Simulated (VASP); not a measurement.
Computed with vdW-DF2, VASP's PBE PAW potentials (set 64) (plane waves; VASP).

Input for VASP

### KPOINTS
```
Regular mesh
0
Gamma
 6 6 6
```

**INCAR**
```
! general
SYSTEM  =SrCl2
PREC    =Accurate
ENCUT   =520
LREAL   =F
LASPH   =T

! electronic loop
EDIFF   =1E-7
NELM    =100
ALGO    =Normal
LMAXMIX =4

! smearing
ISMEAR  =-5

! functional
GGA     =ML
LUSE_VDW=T
AGGAC   =0.0
ZAB_VDW =-1.8867

! ions
ISIF    =2

! output
LWAVE   =F
LCHARG  =T
LORBIT  =11
NEDOS   =601

! other
LEFG    =T
```

POSCAR:
```
SrCl2
1
    0.0000000000     3.5516096489     3.5516096489
    3.5516096489     0.0000000000     3.5516096489
    3.5516096489     3.5516096489     0.0000000000
Sr Cl
1 2
Direct
  0.0000000000   0.0000000000   0.0000000000
  0.2500000000   0.2500000000   0.2500000000
  0.7500000000   0.7500000000   0.7500000000
```

POTCAR, in this order: Sr_sv Cl (PBE.64 set). Program: vasp_std.

The resulting files:

File OUTCAR:
```
 ion  position               nearest neighbor table
   1  0.000  0.000  0.000-   2 3.08   3 3.08   3 3.08   3 3.08   3 3.08   2 3.08   2 3.08   2 3.08
  LATTYP: Found a face centered cubic cell.
 ALAT       =     7.1032192978
 Subroutine PRICEL returns:
 Original cell was already a primitive cell.
 Subroutine GETGRP returns: Found 48 space group operations
The static configuration has the point symmetry O_h .
The dynamic configuration has the point symmetry O_h .
 Subroutine INISYM returns: Found 48 space group operations
 Subroutine IBZKPT returns following result:
 Found     16 irreducible k-points:

 Following reciprocal coordinates:
            Coordinates               Weight
  0.000000  0.000000  0.000000      1.000000
  0.166667  0.000000  0.000000      8.000000
  0.333333  0.000000  0.000000      8.000000
  0.500000  0.000000  0.000000      4.000000
  0.166667  0.166667  0.000000      6.000000
  0.333333  0.166667  0.000000     24.000000
  0.500000  0.166667  0.000000     24.000000
 -0.333333  0.166667  0.000000     24.000000
 -0.166667  0.166667  0.000000     12.000000
  0.333333  0.333333  0.000000      6.000000
  0.500000  0.333333  0.000000     24.000000
 -0.333333  0.333333  0.000000     12.000000
  0.500000  0.500000  0.000000      3.000000
  0.500000  0.333333  0.166667     24.000000
 -0.333333  0.333333  0.166667     24.000000
 -0.333333  0.500000  0.166667     12.000000
   k-points           NKPTS =     16   k-points in BZ     NKDIM =     16   number of bands    NBANDS=     16
   number of dos      NEDOS =    601   number of ions     NIONS =      3
   total plane-waves  NPLWV =  64000
   dimension x,y,z NGX =    40 NGY =   40 NGZ =   40
   dimension x,y,z NGXF=    80 NGYF=   80 NGZF=   80
   ions per type =               1   2
   PREC   = accura    normal or accurate (medium, high low for compatibility)
   ISTART =      0    job   : 0-new  1-cont  2-samecut
   ICHARG =      2    charge: 1-file 2-atom 10-const
   ISPIN  =      1    spin polarized calculation?
   LNONCOLLINEAR =      F non collinear calculations
   LSORBIT =      F    spin-orbit coupling
   INIWAV =      1    electr: 0-lowe 1-rand  2-diag
   ENCUT  =  520.0 eV  38.22 Ry    6.18 a.u.   9.34  9.34  9.34*2*pi/ulx,y,z
   NELM   =    100;   NELMIN=  2; NELMDL= -5     # of ELM steps
   EDIFF  = 0.1E-06   stopping-criterion for ELM
   LREAL  =      F    real-space projection
   NLSPLINE    = F    spline interpolate recip. space projectors
   LMAXMIX     =    4 max onsite mixed and CHGCAR
   VOSKOWN=      0    Vosko Wilk Nusair interpolation
   EDIFFG = 0.1E-05   stopping-criterion for IOM
   NSW    =      0    number of steps for IOM
   NBLOCK =      1;   KBLOCK =      1    inner block; outer block
   IBRION =     -1    ionic relax: 0-MD 1-quasi-New 2-CG
   NFREE  =      0    steps in history (QN), initial steepest desc. (CG)
   ISIF   =      2    stress and relaxation
   ISYM   =      2    0-nonsym 1-usesym 2-fastsym
   TEIN   =    0.0    initial temperature
   TEBEG  =    0.0;   TEEND  =   0.0 temperature during run
   SMASS  =  -3.00    Nose mass-parameter (am)
   PSTRESS=    0.0 pullay stress
   NELECT =      24.0000    total number of electrons
   EFERMI =   0.00;   METHOD = LEGACY
   ISMEAR =    -5;   SIGMA  =   0.20  broadening in eV -4-tet -1-fermi 0-gaus
   IALGO  =     38    algorithm
   LDIAG  =      T    sub-space diagonalisation (order eigenvalues)
   IMIX   =      4    mixing-type and parameters
     AMIX     =   0.40;   BMIX     =  1.00
     AMIX_MAG =   1.60;   BMIX_MAG =  1.00
     AMIN     =   0.10
   GGA     = ML    functional components
   VOSKOWN =     0    Vosko Wilk Nusair interpolation
   LHFCALC =     F    Hartree Fock is set to
   LHFONE  =     F    Hartree Fock one center treatment
...
```

**OSZICAR**
```
       N       E                     dE             d eps       ncg     rms          rms(c)
DAV:   1     0.157691912603E+03    0.15769E+03   -0.11507E+04   512   0.133E+03
DAV:   2     0.141854730934E+01   -0.15627E+03   -0.15269E+03   664   0.246E+02
DAV:   3    -0.790055977741E+01   -0.93191E+01   -0.93118E+01   680   0.659E+01
DAV:   4    -0.828832733225E+01   -0.38777E+00   -0.38769E+00   936   0.995E+00
DAV:   5    -0.829079484047E+01   -0.24675E-02   -0.24675E-02   696   0.780E-01    0.105E+01
DAV:   6    -0.773242850867E+01    0.55837E+00   -0.15431E+00   688   0.684E+00    0.763E+00
DAV:   7    -0.766915948094E+01    0.63269E-01   -0.55729E-01   752   0.418E+00    0.343E+00
DAV:   8    -0.765523134629E+01    0.13928E-01   -0.75219E-02   680   0.181E+00    0.380E-01
DAV:   9    -0.765431764609E+01    0.91370E-03   -0.60816E-03   704   0.436E-01    0.183E-01
DAV:  10    -0.765393282273E+01    0.38482E-03   -0.73316E-04   656   0.209E-01    0.711E-02
DAV:  11    -0.765388963147E+01    0.43191E-04   -0.17831E-04   720   0.980E-02    0.204E-02
DAV:  12    -0.765389031104E+01   -0.67957E-06   -0.33789E-06   728   0.127E-02    0.141E-02
DAV:  13    -0.765389080754E+01   -0.49650E-06   -0.14749E-06   704   0.118E-02    0.378E-03
DAV:  14    -0.765389084094E+01   -0.33393E-07   -0.87132E-08   584   0.224E-03
   1 F= -.76538908E+01 E0= -.76538908E+01  d E =0.000000E+00
```

File OUTCAR:
```
------------------------ aborting loop because EDIFF is reached ----------------------------------------
  FORCE on cell =-STRESS in cart. coord.  units (eV):
  Direction    XX          YY          ZZ          XY          YZ          ZX
  --------------------------------------------------------------------------------------
  Total        0.0283453      0.0283453      0.0283453     -0.0000000      0.0000000      0.0000000
  in kB        0.5068573      0.5068573      0.5068573     -0.0000000      0.0000000      0.0000000
  external PRESSURE =       0.5068573 kB  Pullay stress =       0.0000000 kB
  volume of cell :       89.60
      direct lattice vectors                 reciprocal lattice vectors
     0.000000000  3.551609649  3.551609649    -0.140781237  0.140781237  0.140781237
     3.551609649  0.000000000  3.551609649     0.140781237 -0.140781237  0.140781237
     3.551609649  3.551609649  0.000000000     0.140781237  0.140781237 -0.140781237
 POSITION                                       TOTAL-FORCE (eV/Angst)
 -----------------------------------------------------------------------------------
      0.00000      0.00000      0.00000        -0.000000     -0.000000     -0.000000
      1.77580      1.77580      1.77580         0.000000      0.000000      0.000000
      5.32741      5.32741      5.32741        -0.000000     -0.000000     -0.000000
 -----------------------------------------------------------------------------------
    total drift:                               -0.000000     -0.000000      0.000000
  FREE ENERGIE OF THE ION-ELECTRON SYSTEM (eV)
  ---------------------------------------------------
  free  energy   TOTEN  =        -7.6538908409 eV

  energy  without entropy=       -7.6538908409  energy(sigma->0) =       -7.65389084

 total charge

# of ion       s       p       d       tot
------------------------------------------
    1        1.993   5.783   0.135   7.912
    2        1.627   3.596   0.000   5.222
    3        1.627   3.596   0.000   5.222
--------------------------------------------------
tot          5.247  12.974   0.135  18.356

 Electric field gradients after diagonalization (V/A^2)
 (convention: |V_zz| > |V_xx| > |V_yy|)
----------------------------------------------------------------------
 ion       V_xx      V_yy      V_zz     asymmetry (V_yy - V_xx)/ V_zz
----------------------------------------------------------------------
   1      -0.000    -0.000     0.000       0.000
   2       0.000     0.000    -0.001       0.000
   3       0.000     0.000    -0.001       0.000
```
(Selected blocks of OUTCAR.)

The compound is SrCl2 in the fluorite structure. It was relaxed first, which changed the volume by +5 %.
